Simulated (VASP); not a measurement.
```
CELL_PARAMETERS angstrom
      2.85453     0.00000     0.00000
      0.00000     2.85453     0.00000
      0.00000     0.00000     2.85453
ATOMIC_POSITIONS crystal
  Al 0.50000 0.50000 0.50000
  Fe 0.00000 0.00000 0.00000
```

Level of theory: optB86b-vdW, VASP's PBE PAW potentials (set 64) (plane waves; VASP). Run with 520 eV cut-off, 14×14×14 Γ-centred mesh, tetrahedra with Blöchl corrections, potentials Al Fe.

Task: Predict the energy per atom (σ→0), band gap (on the k-mesh) with the smallest direct gap where there is one.

Result: 
```json
{
  "band gap (on the k-mesh)": "none (metal, semimetal or under 0.01 eV)",
  "energy per atom (σ→0)": "-4.572 eV/atom"
}
```

Total energies compare only between runs with the same potentials, cut-off and functional.

The compound is FeAl in the CsCl type structure. It was relaxed first, which changed the volume by -6 %. The run is not spin-polarised, so no magnetic state was tried. The electron count is odd and the run is not spin-polarised, which forces a metal.
